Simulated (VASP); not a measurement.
Level of theory: PBEsol GGA, VASP's PBE PAW potentials (set 64) (plane waves; VASP).

Input for VASP

### INCAR
```
SYSTEM  =  AlCo3N
PREC  =  Accurate; ENCUT  =  600; LREAL  =  .FALSE.
LASPH  =  .TRUE.
EDIFF  =  1E-7; NELM  =  100; ALGO  =  Normal
LMAXMIX  =  4
ISMEAR  =  1; SIGMA  =  0.1
GGA  =  PS
MAGMOM  =  -0.0 0.1 3*0.8
ISPIN  =  2
ISIF  =  2
LWAVE  =  .FALSE.; LCHARG  =  .FALSE.; LORBIT  =  10
```

File KPOINTS:
```
Automatic
0
Gamma
 8 8 8
0 0 0
```

**POSCAR**
```
AlCo3N
3.7628720
  0.9803920270   0.0000000000   0.0000000000
  0.0000000000   0.9999998675   0.0000000000
  0.0000000000   0.0000000000   0.9999998675
Al N Co
1 1 3
Cartesian
  0.0000000000   0.0000000000   0.0000000000
  0.4901960135   0.4999999338   0.4999999338
  0.0000000000   0.4999999338   0.4999999338
  0.4901960135   0.4999999338   0.0000000000
  0.4901960135   0.0000000000   0.4999999338
```

POTCAR, in this order: Al N Co (PBE.64 set). Program: vasp_std.

**Question.** What will the output report for the number of irreducible k-points (NKPTS), number of bands (NBANDS), largest plane-wave count, number of space-group operations, FFT grid (NGX, NGY, NGZ)?

**Answer.** 
```json
{
 "number of irreducible k-points (NKPTS)": "75",
 "number of bands (NBANDS)": "22",
 "largest_plane_wave_count": "1769",
 "number_of_space_group_operations": "16",
 "FFT grid (NGX, NGY, NGZ)": "30 × 30 × 30"
}
```

The structure was generated: AlCo3N was put into the cubic-perovskite type (Pm-3m), which need not be its known phase. This cell was strained or had an atom moved on purpose.
